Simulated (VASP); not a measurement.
Calculation: r2SCAN meta-GGA, VASP's PBE PAW potentials (set 64) (plane waves; VASP 6.6.1).

Input for VASP

### KPOINTS
```
Automatic mesh
0
Gamma
5 5 9
0 0 0
```

### POSCAR
```
BiAs
1
    5.9395842277     0.0000000000     0.0000000000
   -0.0000000000     5.9395842277    -0.0000000000
    0.0000000000    -0.0000000000     3.0935347104
As Bi
2 2
Direct
  0.5000000000   1.0000000000   0.9905901804
  0.0000000000   0.5000000000   0.0094098196
  0.0000000000   1.0000000000   0.0000000000
  0.5000000000   0.5000000000   1.0000000000
```

INCAR:
```
# general
SYSTEM  = BiAs
PREC    = Accurate
ENCUT   = 400
LREAL   = .FALSE.
LASPH   = .TRUE.

# electronic loop
EDIFF   = 1E-6
NELM    = 100
ALGO    = Normal
LMAXMIX = 4
LMIXTAU = .TRUE.

# smearing
ISMEAR  = 1
SIGMA   = 0.1

# functional
METAGGA = R2SCAN

# ions
IBRION  = 2
NSW     = 60
ISIF    = 3
EDIFFG  = -0.02

# output
LWAVE   = .FALSE.
LCHARG  = .FALSE.
```

POTCAR, in this order: As Bi_d (PBE.64 set). Program: vasp_std.

Output

OSZICAR:
```
       N       E                     dE             d eps       ncg     rms          rms(c)
DAV:   1     0.219553134193E+03    0.21955E+03   -0.17755E+04  1440   0.152E+03
DAV:   2    -0.122875492346E+03   -0.34243E+03   -0.33938E+03  1568   0.427E+02
DAV:   3    -0.153399130026E+03   -0.30524E+02   -0.29644E+02  1824   0.144E+02
DAV:   4    -0.154404556106E+03   -0.10054E+01   -0.10052E+01  1744   0.289E+01
DAV:   5    -0.154449670227E+03   -0.45114E-01   -0.45109E-01  2232   0.538E+00    0.304E+00
DAV:   6    -0.148652402654E+03    0.57973E+01   -0.28685E+00  1792   0.243E+01    0.174E+00
DAV:   7    -0.145122578793E+03    0.35298E+01   -0.94621E-01  1536   0.689E+00    0.138E+00
DAV:   8    -0.145223127959E+03   -0.10055E+00   -0.32000E-01  1640   0.267E+00    0.544E-01
DAV:   9    -0.145656083028E+03   -0.43296E+00   -0.41272E-01  1472   0.411E+00    0.482E-01
DAV:  10    -0.145662512967E+03   -0.64299E-02   -0.46916E-02  1568   0.156E+00    0.336E-01
DAV:  11    -0.145662980940E+03   -0.46797E-03   -0.99183E-02  1640   0.184E+00    0.882E-02
DAV:  12    -0.145682006135E+03   -0.19025E-01   -0.21956E-02  1496   0.103E+00    0.112E-01
DAV:  13    -0.145682974299E+03   -0.96816E-03   -0.60789E-04  2072   0.144E-01    0.980E-02
DAV:  14    -0.145685250997E+03   -0.22767E-02   -0.10617E-03  1632   0.236E-01    0.346E-02
DAV:  15    -0.145686111233E+03   -0.86024E-03   -0.10757E-03  1440   0.243E-01    0.250E-02
DAV:  16    -0.145686118334E+03   -0.71015E-05   -0.13693E-04  1800   0.957E-02    0.158E-02
DAV:  17    -0.145686176359E+03   -0.58025E-04   -0.19604E-05  1480   0.351E-02    0.979E-03
DAV:  18    -0.145686201413E+03   -0.25054E-04   -0.13430E-05  1464   0.274E-02    0.446E-03
DAV:  19    -0.145686215895E+03   -0.14482E-04   -0.18441E-05  1448   0.367E-02    0.159E-03
DAV:  20    -0.145686217181E+03   -0.12865E-05   -0.68337E-07   912   0.604E-03    0.915E-04
DAV:  21    -0.145686218030E+03   -0.84907E-06   -0.38472E-07   792   0.601E-03
   1 F= -.14568622E+03 E0= -.14568627E+03  d E =-.145686E+03
       N       E                     dE             d eps       ncg     rms          rms(c)
DAV:   1    -0.145710186450E+03   -0.23969E-01   -0.73361E-01  1720   0.117E+01    0.820E-01
DAV:   2    -0.145690386896E+03    0.19800E-01   -0.39710E-02  1728   0.289E+00    0.355E-01
DAV:   3    -0.145685140706E+03    0.52462E-02   -0.20234E-02  1936   0.185E+00    0.408E-02
DAV:   4    -0.145686466459E+03   -0.13258E-02   -0.23543E-03  1464   0.334E-01    0.283E-02
DAV:   5    -0.145686613817E+03   -0.14736E-03   -0.19544E-04  1624   0.863E-02    0.186E-02
DAV:   6    -0.145686521230E+03    0.92587E-04   -0.11541E-04  1536   0.107E-01    0.804E-03
DAV:   7    -0.145686629115E+03   -0.10789E-03   -0.13595E-04  1440   0.809E-02    0.595E-03
DAV:   8    -0.145686631888E+03   -0.27735E-05   -0.11922E-05  1248   0.303E-02    0.139E-03
DAV:   9    -0.145686638806E+03   -0.69173E-05   -0.57820E-06  1296   0.236E-02    0.881E-04
DAV:  10    -0.145686638945E+03   -0.13936E-06   -0.33690E-07   848   0.681E-03
   2 F= -.14568664E+03 E0= -.14568677E+03  d E =-.420915E-03
       N       E                     dE             d eps       ncg     rms          rms(c)
DAV:   1    -0.145689863097E+03   -0.32243E-02   -0.95410E-02  1712   0.429E+00    0.293E-01
DAV:   2    -0.145687345591E+03    0.25175E-02   -0.50238E-03  1712   0.103E+00    0.127E-01
DAV:   3    -0.145686640821E+03    0.70477E-03   -0.26685E-03  1936   0.669E-01    0.149E-02
DAV:   4    -0.145686820063E+03   -0.17924E-03   -0.32136E-04  1464   0.122E-01    0.102E-02
DAV:   5    -0.145686835234E+03   -0.15171E-04   -0.24047E-05  1568   0.305E-02    0.673E-03
DAV:   6    -0.145686817923E+03    0.17311E-04   -0.16351E-05  1536   0.409E-02    0.301E-03
DAV:   7    -0.145686833672E+03   -0.15749E-04   -0.19080E-05  1376   0.301E-02    0.209E-03
DAV:   8    -0.145686834679E+03   -0.10066E-05   -0.15609E-06   976   0.109E-02    0.442E-04
DAV:   9    -0.145686835435E+03   -0.75580E-06   -0.65743E-07   808   0.818E-03
   3 F= -.14568684E+03 E0= -.14568694E+03  d E =-.617404E-03
```

### OUTCAR
```
------------------------ aborting loop because EDIFF is reached ----------------------------------------
  FORCE on cell =-STRESS in cart. coord.  units (eV):
  Direction    XX          YY          ZZ          XY          YZ          ZX
  --------------------------------------------------------------------------------------
  Total        0.0226848      0.0226848     -0.0223684      0.0000000      0.0000000      0.0000000
  in kB        0.3347885      0.3347885     -0.3301188      0.0000000      0.0000000      0.0000000
  external PRESSURE =       0.1131528 kB  Pullay stress =       0.0000000 kB
  volume of cell :      108.56
      direct lattice vectors                 reciprocal lattice vectors
     5.930324449  0.000000000  0.000000000     0.168624838  0.000000000  0.000000000
     0.000000000  5.930324449  0.000000000     0.000000000  0.168624838  0.000000000
     0.000000000 -0.000000000  3.086866270     0.000000000  0.000000000  0.323953133
 POSITION                                       TOTAL-FORCE (eV/Angst)
 -----------------------------------------------------------------------------------
      2.96516      5.93032      3.05790         0.000000     -0.000000      0.002599
      0.00000      2.96516      0.02897         0.000000      0.000000     -0.002599
      0.00000      0.00000      0.00000        -0.000000      0.000000      0.000000
      2.96516      2.96516      0.00000         0.000000     -0.000000      0.000000
 -----------------------------------------------------------------------------------
    total drift:                               -0.000000     -0.000000     -0.000000
  FREE ENERGIE OF THE ION-ELECTRON SYSTEM (eV)
  ---------------------------------------------------
  free  energy   TOTEN  =      -145.6868354346 eV

  energy  without entropy=     -145.6871415899  energy(sigma->0) =     -145.68693749

 reached required accuracy - stopping structural energy minimisation
```
(Selected blocks of OUTCAR.)

### CONTCAR
```
BiAs
   1.00000000000000
     5.9303244491494667    0.0000000000000000    0.0000000000000000
     0.0000000000000000    5.9303244491494667    0.0000000000000000
     0.0000000000000000   -0.0000000000000000    3.0868662704975574
  As              Bi
     2     2
Direct
     0.5000000000000000    1.0000000000000000    0.9906158101909933
     0.0000000000000000    0.5000000000000000    0.0093841898090067
     0.0000000000000000    0.0000000000000000    0.0000000000000000
     0.5000000000000000    0.5000000000000000    0.0000000000000000
```

The structure was generated: BiAs was put into the litharge type (P4/nmm), which need not be its known phase. This run relaxes it. Symmetry was kept, so distortions that lower it aren't found. The start is the result of an earlier pass.
